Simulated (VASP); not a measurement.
Here is the system:

```yaml
crystal:
  lattice:
    - [-2.94023, 5.02241, 2.83761]
    - [2.94023, -5.02241, 2.83761]
    - [2.94023, 5.02241, -2.83761]
  atoms:
    - { symbol: Si, position: [0.75000, 0.75000, 0.00000] }
    - { symbol: Si, position: [0.25000, 0.25000, 0.00000] }
    - { symbol: S, position: [0.88475, 0.79856, 0.68331] }
    - { symbol: S, position: [0.11525, 0.20144, 0.31669] }
    - { symbol: S, position: [0.61525, 0.29856, 0.91381] }
    - { symbol: S, position: [0.38475, 0.70144, 0.08619] }
```

Computed with PBE GGA, VASP's PBE PAW potentials (set 64) (plane waves; VASP). Settings: 300 eV cut-off, 6×6×6 Γ-centred mesh, Fermi-Dirac smearing of 0.020 eV, potentials Si S.

Problem. Give the force on each atom (eV/Å).

Solution. 
| atom | Fx | Fy | Fz |
|---|---|---|---|
| Si1 | 0.000 | 0.000 | 0.000 |
| Si2 | 0.000 | 0.000 | 0.000 |
| S3 | 0.497 | 0.481 | 0.000 |
| S4 | -0.497 | -0.481 | 0.000 |
| S5 | 0.497 | -0.481 | 0.000 |
| S6 | -0.497 | 0.481 | 0.000 |

Problem. Give the stress tensor in GPa (positive for a compressed cell).

Solution. 
```
-2.05   0.00   0.00
 0.00  -1.88   0.00
 0.00   0.00  -3.53
```
The pressure is its mean diagonal, -2.49 GPa.

The structure comes from a computed database's SiS2 entry; how it stands against other phases isn't given here. The cell was not relaxed at this level.
